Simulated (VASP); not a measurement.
Computed with PW91 GGA, VASP's PBE PAW potentials (set 64) (plane waves; VASP).

Input for VASP

INCAR:
```
ALGO  =  Normal
EDIFF  =  1E-7
EDIFFG  =  -0.01
ENCUT  =  520
GGA  =  91
IBRION  =  2
ISIF  =  4
ISMEAR  =  1
LASPH  =  T
LCHARG  =  F
LMAXMIX  =  4
LREAL  =  F
LWAVE  =  F
NELM  =  100
NSW  =  30
PREC  =  Accurate
SIGMA  =  0.1
SYSTEM  =  TiAl
```

POSCAR:
```
TiAl
1
    2.7678432385     0.0000000000     0.0000000000
    0.0000000000     2.7678432385     0.0000000000
    0.0000000000     0.0000000000     3.9813399012
Ti Al
1 1
Direct
  0.0000000000   0.0000000000   0.0000000000
  0.5000000000   0.5000000000   0.5000000000
```

**KPOINTS**
```
Automatic mesh
0
gamma
  13 13 9
0 0 0
```

POTCAR, in this order: Ti_sv Al (PBE.64 set). Program: vasp_std.

The run wrote:

### OUTCAR
```
 ion  position               nearest neighbor table
   1  0.000  0.000  0.000-   2 2.79   2 2.79   2 2.79   2 2.79   2 2.79   2 2.79   2 2.79   2 2.79
  LATTYP: Found a simple tetragonal cell.
 ALAT       =     2.7678432385
 C/A-ratio  =     1.4384268032
 Subroutine PRICEL returns:
 Original cell was already a primitive cell.
 Subroutine GETGRP returns: Found 16 space group operations
The static configuration has the point symmetry D_4h.
The dynamic configuration has the point symmetry D_4h.
 Subroutine INISYM returns: Found 16 space group operations
 Subroutine IBZKPT returns following result:
 Found    140 irreducible k-points:

 Following reciprocal coordinates:
            Coordinates               Weight
  0.000000  0.000000  0.000000      1.000000
  0.076923  0.000000  0.000000      4.000000
  0.153846  0.000000  0.000000      4.000000
  0.230769  0.000000  0.000000      4.000000
  0.307692  0.000000  0.000000      4.000000
  0.384615  0.000000  0.000000      4.000000
  0.461538  0.000000  0.000000      4.000000
  0.076923  0.076923  0.000000      4.000000
  0.153846  0.076923  0.000000      8.000000
  0.230769  0.076923  0.000000      8.000000
  0.307692  0.076923  0.000000      8.000000
  0.384615  0.076923  0.000000      8.000000
  0.461538  0.076923  0.000000      8.000000
  0.153846  0.153846  0.000000      4.000000
  0.230769  0.153846  0.000000      8.000000
  0.307692  0.153846  0.000000      8.000000
  0.384615  0.153846  0.000000      8.000000
  0.461538  0.153846  0.000000      8.000000
  0.230769  0.230769  0.000000      4.000000
  0.307692  0.230769  0.000000      8.000000
  0.384615  0.230769  0.000000      8.000000
  0.461538  0.230769  0.000000      8.000000
  0.307692  0.307692  0.000000      4.000000
  0.384615  0.307692  0.000000      8.000000
  0.461538  0.307692  0.000000      8.000000
  0.384615  0.384615  0.000000      4.000000
  0.461538  0.384615  0.000000      8.000000
  0.461538  0.461538  0.000000      4.000000
  0.000000  0.000000  0.111111      2.000000
  0.076923  0.000000  0.111111      8.000000
  0.153846  0.000000  0.111111      8.000000
  0.230769  0.000000  0.111111      8.000000
  0.307692  0.000000  0.111111      8.000000
  0.384615  0.000000  0.111111      8.000000
  0.461538  0.000000  0.111111      8.000000
  0.076923  0.076923  0.111111      8.000000
  0.153846  0.076923  0.111111     16.000000
  0.230769  0.076923  0.111111     16.000000
  0.307692  0.076923  0.111111     16.000000
  0.384615  0.076923  0.111111     16.000000
   k-points           NKPTS =    140   k-points in BZ     NKDIM =    140   number of bands    NBANDS=     11
   number of dos      NEDOS =    301   number of ions     NIONS =      2
   total plane-waves  NPLWV =  17280
   dimension x,y,z NGX =    24 NGY =   24 NGZ =   30
   dimension x,y,z NGXF=    48 NGYF=   48 NGZF=   60
   ions per type =               1   1
   PREC   = accura    normal or accurate (medium, high low for compatibility)
   ISTART =      0    job   : 0-new  1-cont  2-samecut
   ICHARG =      2    charge: 1-file 2-atom 10-const
   ISPIN  =      1    spin polarized calculation?
   LNONCOLLINEAR =      F non collinear calculations
   LSORBIT =      F    spin-orbit coupling
   INIWAV =      1    electr: 0-lowe 1-rand  2-diag
   ENCUT  =  520.0 eV  38.22 Ry    6.18 a.u.   5.15  5.15  7.40*2*pi/ulx,y,z
   NELM   =    100;   NELMIN=  2; NELMDL= -5     # of ELM steps
   EDIFF  = 0.1E-06   stopping-criterion for ELM
   LREAL  =      F    real-space projection
   NLSPLINE    = F    spline interpolate recip. space projectors
   LMAXMIX     =    4 max onsite mixed and CHGCAR
...
```

**OSZICAR**
```
       N       E                     dE             d eps       ncg     rms          rms(c)
DAV:   1     0.893528668044E+02    0.89353E+02   -0.75173E+03  3080   0.140E+03
DAV:   2    -0.782500436295E+01   -0.97178E+02   -0.94474E+02  3107   0.335E+02
DAV:   3    -0.135324495323E+02   -0.57074E+01   -0.54721E+01  4923   0.777E+01
DAV:   4    -0.137118010611E+02   -0.17935E+00   -0.17787E+00  3846   0.121E+01
DAV:   5    -0.137191421459E+02   -0.73411E-02   -0.73295E-02  4434   0.220E+00    0.102E+01
DAV:   6    -0.123912489163E+02    0.13279E+01   -0.11427E+01  3809   0.377E+01    0.338E+00
DAV:   7    -0.122602373150E+02    0.13101E+00   -0.10412E+00  3514   0.112E+01    0.207E+00
DAV:   8    -0.122521839556E+02    0.80534E-02   -0.13565E-01  3442   0.426E+00    0.502E-01
DAV:   9    -0.122509673699E+02    0.12166E-02   -0.26815E-02  3690   0.221E+00    0.237E-01
DAV:  10    -0.122511261334E+02   -0.15876E-03   -0.17819E-03  3714   0.490E-01    0.578E-02
DAV:  11    -0.122511091135E+02    0.17020E-04   -0.47056E-04  4121   0.248E-01    0.479E-02
DAV:  12    -0.122511086311E+02    0.48240E-06   -0.33914E-05  3476   0.649E-02    0.100E-02
DAV:  13    -0.122511079679E+02    0.66320E-06   -0.86868E-07  4193   0.989E-03    0.792E-03
DAV:  14    -0.122511079906E+02   -0.22780E-07   -0.98827E-07  3379   0.125E-02
   1 F= -.12251108E+02 E0= -.12250880E+02  d E =-.122511E+02
```

File OUTCAR:
```
------------------------ aborting loop because EDIFF is reached ----------------------------------------
  FORCE on cell =-STRESS in cart. coord.  units (eV):
  Direction    XX          YY          ZZ          XY          YZ          ZX
  --------------------------------------------------------------------------------------
  Total        1.4982116      1.4982116      1.5102395      0.0000000     -0.0000000      0.0000000
  in kB       78.6994162     78.6994162     79.3312271      0.0000000     -0.0000000      0.0000000
  external PRESSURE =      78.9100198 kB  Pullay stress =       0.0000000 kB
  volume of cell :       30.50
      direct lattice vectors                 reciprocal lattice vectors
     2.767843238  0.000000000  0.000000000     0.361292138  0.000000000  0.000000000
     0.000000000  2.767843238  0.000000000     0.000000000  0.361292138  0.000000000
     0.000000000  0.000000000  3.981339901     0.000000000  0.000000000  0.251171722
 POSITION                                       TOTAL-FORCE (eV/Angst)
 -----------------------------------------------------------------------------------
      0.00000      0.00000      0.00000         0.000000      0.000000      0.000000
      1.38392      1.38392      1.99067         0.000000      0.000000      0.000000
 -----------------------------------------------------------------------------------
    total drift:                               -0.000000      0.000000      0.000000
  FREE ENERGIE OF THE ION-ELECTRON SYSTEM (eV)
  ---------------------------------------------------
  free  energy   TOTEN  =       -12.2511079906 eV

  energy  without entropy=      -12.2504249025  energy(sigma->0) =      -12.25088029

 reached required accuracy - stopping structural energy minimisation
```
(Selected blocks of OUTCAR.)

### OUTCAR
```
 val. band max:        8.9133374085   @ k =   0.1538   0.0000   0.2222

 cond. band min:       8.9179042833   @ k =   0.3846   0.3077   0.2222


 Fermi energy:         8.9151103500

 k-point     1 :       0.0000    0.0000    0.0000
  band No.  band energies     occupation
      1     -47.4043      2.00000
      2     -23.9255      2.00000
      3     -23.4335      2.00000
      4     -23.4335      2.00000
      5      -0.3466      2.00000
      6       6.9722      2.00000
      7       7.9873      2.00000
      8       8.6948      2.00785
      9      11.2199      0.00000
     10      11.2199      0.00000
     11      12.4568      0.00000

 k-point     2 :       0.0769    0.0000    0.0000
  band No.  band energies     occupation
      1     -47.4001      2.00000
      2     -23.9214      2.00000
      3     -23.4676      2.00000
      4     -23.4306      2.00000
      5      -0.2247      2.00000
      6       7.0722      2.00000
      7       8.0375      2.00000
      8       8.5679      2.00001
      9      11.2412      0.00000
     10      11.3680      0.00000
     11      12.3318      0.00000

 k-point     3 :       0.1538    0.0000    0.0000
  band No.  band energies     occupation
      1     -47.3883      2.00000
      2     -23.9100      2.00000
      3     -23.5612      2.00000
      4     -23.4225      2.00000
      5       0.1365      2.00000
      6       7.3400      2.00000
      7       8.1406      2.00000
      8       8.2580      2.00000
      9      11.3011      0.00000
     10      11.7570      0.00000
     11      12.0117      0.00000

 k-point     4 :       0.2308    0.0000    0.0000
  band No.  band energies     occupation
      1     -47.3717      2.00000
      2     -23.8940      2.00000
      3     -23.6916      2.00000
      4     -23.4110      2.00000
      5       0.7256      2.00000
      6       7.6734      2.00000
      7       7.8848      2.00000
      8       8.1073      2.00000
      9      11.3870      0.00000
...
```

The compound is TiAl in the L1_0 structure. This cell is one point of a volume scan, at 0.94 of the reference volume. The electron count is odd and the run is not spin-polarised, which forces a metal.
